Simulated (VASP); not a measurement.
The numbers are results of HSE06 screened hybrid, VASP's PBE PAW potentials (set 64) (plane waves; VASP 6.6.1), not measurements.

The input files of a VASP run:

POSCAR:
```
BC31Si31
8.7583310
  1.0000000497   0.0000000000   0.0000000000
  0.0000000000   1.0000000497   0.0000000000
  0.0000000000   0.0000000000   1.0000000497
Si C B
31 31 1
direct
  0.4986703168   0.0009868738   0.0005339843
  0.7519959219   0.2540074179   0.9993621334
  0.7520337151   0.9998115459   0.2535213211
  0.0016553106   0.0005997935   0.0000316965
  0.2512826615   0.2483524652   0.0005144931
  0.5042346108   0.5017008574   0.9993731522
  0.7515391623   0.7515018088   0.9982117568
  0.2513764944   0.0011361401   0.2477675741
  0.7523960310   0.5021399027   0.2399051618
  0.5043297863   0.9998968732   0.5011350891
  0.7524371516   0.2403243057   0.5017700226
  0.7515856103   0.9986620685   0.7510838796
  0.0017877745   0.5012373810   0.9982249464
  0.2508495878   0.7513585130   0.0000729902
  0.0011570411   0.2503223239   0.2498243379
  0.2500344908   0.5017684943   0.2535953811
  0.5005530061   0.7509000486   0.2498097259
  0.0018984875   0.9987300558   0.5007435323
  0.2501523378   0.2540963088   0.5011759523
  0.4906203996   0.5022067285   0.5017904302
  0.7503108442   0.7493325346   0.4995336531
  0.2509480130   0.0006276795   0.7508228387
  0.5005297953   0.2502634632   0.7504799966
  0.7502543047   0.5000208515   0.7488677189
  0.0005178193   0.7502384589   0.2500860729
  0.9995520381   0.5000569631   0.4995489332
  0.2489838322   0.7515934532   0.5007199299
  0.0005174369   0.2505880465   0.7497271080
  0.2489208584   0.5013009655   0.7510344019
  0.5008570764   0.7502736231   0.7497248653
  0.0005725823   0.7502814619   0.7497669409
  0.6407677534   0.1128311308   0.1124222971
  0.8792857829   0.3758554214   0.1213556685
  0.8793529458   0.1217991049   0.3753911848
  0.1262418197   0.1254668799   0.1249363081
  0.3630805171   0.3905270248   0.1123686342
  0.6261314812   0.6290322721   0.1213264430
  0.8768700554   0.8748296442   0.1232321630
  0.3632901333   0.1130696051   0.3898553359
  0.8746616033   0.6244083957   0.3744557243
  0.6261580729   0.1217817568   0.6286140450
  0.8746657373   0.3749805044   0.6239135391
  0.8768610644   0.1237924985   0.8743364010
  0.1251273940   0.6265841202   0.1232580957
  0.3757628642   0.8759986571   0.1249346243
  0.1252243978   0.3759108833   0.3753700241
  0.3720842129   0.6290844701   0.3753934386
  0.6261699503   0.8749799809   0.3753056448
  0.1252143151   0.1238115242   0.6260134820
  0.3720769555   0.3758901793   0.6286213548
  0.6252925622   0.6244530997   0.6239190845
  0.8755744436   0.8742628752   0.6246912557
  0.3757755649   0.1254381305   0.8755401195
  0.6260884458   0.3758248118   0.8745129487
  0.8755092197   0.6252255447   0.8737285277
  0.1248246427   0.8745307352   0.3754958321
  0.1245081648   0.6252893452   0.6246540303
  0.3741092686   0.8749232893   0.6259706768
  0.1247375646   0.3760748413   0.8739644461
  0.3740514809   0.6266326917   0.8743283973
  0.6263830464   0.8744531105   0.8739946630
  0.1256320636   0.8753132343   0.8747056870
  0.6252949769   0.3750238294   0.3746329028
```

### INCAR
```
SYSTEM  =  BC31Si31
PREC  =  Normal; ENCUT  =  400; LREAL  =  Auto
LASPH  =  .TRUE.; ISYM  =  0; NELECT  =  250.0
EDIFF  =  1E-5; NELM  =  50; NELMIN  =  4
ALGO  =  Normal
ISMEAR  =  0; SIGMA  =  0.05
GGA  =  PE; LHFCALC  =  .TRUE.; AEXX  =  0.25
HFSCREEN  =  0.2; PRECFOCK  =  Fast
ISIF  =  0
LWAVE  =  .FALSE.; LCHARG  =  .FALSE.
```

File KPOINTS:
```
kpoints
0
gamma
1 1 1
0 0 0
```

POTCAR, in this order: Si C B (PBE.64 set). Program: vasp_gam. Read from the step before: WAVECAR.

Output of the run:

OUTCAR:
```
 ion  position               nearest neighbor table
   1  0.499  0.001  0.001-  32 1.86  45 1.88  53 1.88  61 1.93   8 3.06   5 3.06  22 3.08  14 3.08
                            23 3.09  17 3.09  30 3.11   7 3.11  12 3.11   2 3.14   3 3.14
   2  0.752  0.254  0.999-  32 1.86  33 1.88  54 1.88  43 1.92   9 3.03   6 3.07  24 3.08  13 3.08
                            28 3.09  15 3.09  23 3.10   4 3.12  12 3.12   1 3.14   3 3.15
   3  0.752  1.000  0.254-  32 1.86  34 1.88  48 1.88  38 1.92  11 3.03  10 3.07  21 3.07  18 3.08
                            25 3.08  15 3.09  17 3.10   4 3.12   7 3.12   1 3.14   2 3.15
   4  0.002  0.001  0.000-  43 1.89  38 1.89  35 1.89  62 1.89   5 3.08   8 3.08  14 3.09  22 3.09
                            12 3.09   7 3.09  15 3.09  28 3.10  25 3.10  31 3.10   2 3.12   3 3.12
   5  0.251  0.248  0.001-  36 1.86  35 1.88  53 1.88  59 1.93   8 3.06   1 3.06   4 3.08  22 3.08
                            23 3.09  15 3.09  28 3.11  13 3.11  29 3.11   6 3.14  16 3.14
   6  0.504  0.502  0.999-  36 1.86  37 1.88  54 1.88  60 1.92   9 3.03   2 3.07  24 3.08   7 3.08
                            30 3.09  17 3.09  23 3.10  14 3.12  29 3.12   5 3.14  16 3.15
   7  0.752  0.752  0.998-  37 1.88  61 1.88  38 1.89  55 1.89   9 3.04  12 3.06   6 3.08  31 3.08
                            30 3.09   4 3.09  13 3.10  24 3.10  25 3.10   1 3.11  17 3.11   3 3.12
   8  0.251  0.001  0.248-  39 1.86  35 1.88  45 1.88  56 1.93   5 3.06   1 3.06   4 3.08  14 3.08
                            15 3.09  17 3.09  25 3.11  18 3.11  27 3.11  10 3.14  19 3.14
   9  0.752  0.502  0.240-  33 1.88  37 1.88  40 1.92  63 1.97   2 3.03   6 3.03   7 3.04  13 3.04
                            25 3.07  15 3.10  17 3.10  26 3.14  21 3.14
  10  0.504  1.000  0.501-  39 1.86  41 1.88  48 1.88  58 1.92  11 3.03   3 3.07  21 3.08  12 3.08
                            30 3.09  23 3.09  17 3.10  22 3.12  27 3.12   8 3.14  19 3.15
  11  0.752  0.240  0.502-  41 1.88  34 1.88  42 1.92  63 1.97  10 3.03   3 3.03  12 3.04  18 3.04
                            28 3.07  23 3.10  15 3.10  24 3.14  26 3.14
  12  0.752  0.999  0.751-  41 1.88  61 1.88  43 1.89  52 1.90  11 3.04   7 3.06  10 3.08  31 3.08
                             4 3.09  30 3.09  18 3.10  28 3.10  21 3.10   1 3.11  23 3.11   2 3.12
...
```

**OSZICAR**
```
       N       E                     dE             d eps       ncg     rms          rms(c)
DAV:   1    -0.546166965126E+03   -0.54617E+03   -0.10496E+01   316   0.783E+00    0.148E+01
DAV:   2    -0.546207866315E+03   -0.40901E-01   -0.35918E-01   354   0.167E+00    0.105E+01
DAV:   3    -0.546198147640E+03    0.97187E-02   -0.19940E-01   360   0.100E+00    0.640E+00
DAV:   4    -0.546193836358E+03    0.43113E-02   -0.17023E-02   368   0.327E-01    0.375E+00
DAV:   5    -0.546190037221E+03    0.37991E-02   -0.14230E-02   392   0.269E-01    0.213E+00
DAV:   6    -0.546189989001E+03    0.48220E-04   -0.44476E-03   362   0.147E-01    0.120E+00
DAV:   7    -0.546189522365E+03    0.46664E-03   -0.89052E-04   386   0.754E-02    0.698E-01
DAV:   8    -0.546189563996E+03   -0.41632E-04   -0.63007E-04   378   0.438E-02    0.377E-01
DAV:   9    -0.546189517260E+03    0.46736E-04   -0.65648E-05   336   0.268E-02    0.221E-01
DAV:  10    -0.546189517824E+03   -0.56311E-06   -0.10361E-04   346   0.203E-02    0.123E-01
DAV:  11    -0.546189518675E+03   -0.85127E-06   -0.10996E-05   218   0.923E-03
   1 F= -.54618952E+03 E0= -.54618952E+03  d E =-.722454E-13
```

File OUTCAR:
```
------------------------ aborting loop because EDIFF is reached ----------------------------------------
  volume of cell :      671.84
      direct lattice vectors                 reciprocal lattice vectors
     8.758331436  0.000000000  0.000000000     0.114176999  0.000000000  0.000000000
     0.000000000  8.758331436  0.000000000     0.000000000  0.114176999  0.000000000
     0.000000000  0.000000000  8.758331436     0.000000000  0.000000000  0.114176999
  FREE ENERGIE OF THE ION-ELECTRON SYSTEM (eV)
  ---------------------------------------------------
  free  energy   TOTEN  =      -546.1895186749 eV

  energy  without entropy=     -546.1895186749  energy(sigma->0) =     -546.18951867

  exchange ACFDT corr.  =         0.00000000  see jH, gK, PRB 81, 115126
```
(Selected blocks of OUTCAR.)

The cell is charged, with a uniform compensating background. The supercell is sampled at Γ alone, which is coarse: total energies, pressure and levels can be off, energies of defects by several tenths of an eV.

The cell is a supercell with a defect, built from SiC (zinc blende): B_C-vac_Si, charge +1. The cell's shape comes from a PBE relaxation. The run is not spin-polarised, so no state with unpaired spins was tried.
